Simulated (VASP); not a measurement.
Set up this calculation in VASP 6.6.1, as an ASE script.

| Property | Result |
| --- | --- |
| Task | single point |
| Functional | PBEsol |
| Potentials or basis | VASP PAW PBE potentials, release 64 (Hg, Ni) |
| Cutoff | 500 eV |
| k mesh | 7 × 7 × 7 |
| Occupations | gaussian, width 0.02 eV |
| Spin | collinear spin, ferromagnetic start |
| Starting moments | [0.0, 1.0, 1.0, 1.0] μB |
| Further INCAR settings | ALGO = Normal; EDIFF = 1.00e-06; NBANDS = 33 |

The system is Ni3Hg.

```
Hg Ni
1.0
     3.74491    0.00000    0.00000
     0.00000    3.74491    0.00000
     0.00000    0.00000    3.74491
Hg Ni
1 3
Direct
  0.00000 0.00000 0.00000
  0.50000 0.50000 0.00000
  0.00000 0.50000 0.50000
  0.50000 0.00000 0.50000
```

The cell comes from a database or a generator and needn't be the stable form of this composition.

One way to write it, as run:

run.py

```python
from ase.calculators.vasp import Vasp
from ase.dft.bandgap import bandgap
from ase.spacegroup import crystal

atoms = crystal(
    ['Hg', 'Ni'],
    basis=[[0.0, 0.0, 0.0], [0.5, 0.5, 0.0]],
    spacegroup=221,
    setting=1,
    cellpar=[3.744911, 3.744911, 3.744911, 90.0, 90.0, 90.0],
    primitive_cell=True,
)
atoms.set_initial_magnetic_moments([0.0, 1.0, 1.0, 1.0])
calc = Vasp(
    directory='calc',
    xc='pbesol',
    pp='PBE',
    setups='minimal',
    prec='Accurate',
    encut=500,
    ediff=1e-06,
    ismear=0,
    sigma=0.02,
    lreal=False,
    lasph=True,
    nelm=120,
    algo='Normal',
    isif=2,
    lwave=False,
    lcharg=False,
    ispin=2,
    lorbit=11,
    lmaxmix=4,
    kpts=[7, 7, 7],
    gamma=True,
    nbands=33,
)
atoms.calc = calc

print('energy (eV):', atoms.get_potential_energy())
print('free energy (eV):', atoms.get_potential_energy(force_consistent=True))
print('forces (eV/A):')
print(atoms.get_forces())
print('stress (eV/A^3, Voigt):', atoms.get_stress())
print('Fermi level (eV):', calc.get_fermi_level())
print('moment (muB):', atoms.get_magnetic_moment())
print('site moments (muB):', atoms.get_magnetic_moments())
gap, top, bottom = bandgap(calc)
print('band gap (eV):', gap, 'from (spin, k, band)', top, 'to', bottom)
```

Potentials or basis: VASP PAW PBE potentials, release 64 (Hg, Ni).

Command:

```sh
$ python run.py
```

It gave:

```json
{
 "Pressure": "-6.6 GPa",
 "Band gap on the k mesh": "none (metal or under the smearing width)",
 "Net moment": "1.05 μB per cell",
 "Site moments": "Hg -0.01; Ni +0.36 μB",
 "Valence electrons inside the program's atomic spheres": "Hg 10.73; Ni 9.18"
}
```

Caveat: the PAW data sets were made with another functional, which shifts forces and pressure a little.

It took 35 s on 1 thread of Intel(R) Xeon(R) 6975P-C (Granite Rapids), with other jobs on the host, peak memory 0.19 GiB.
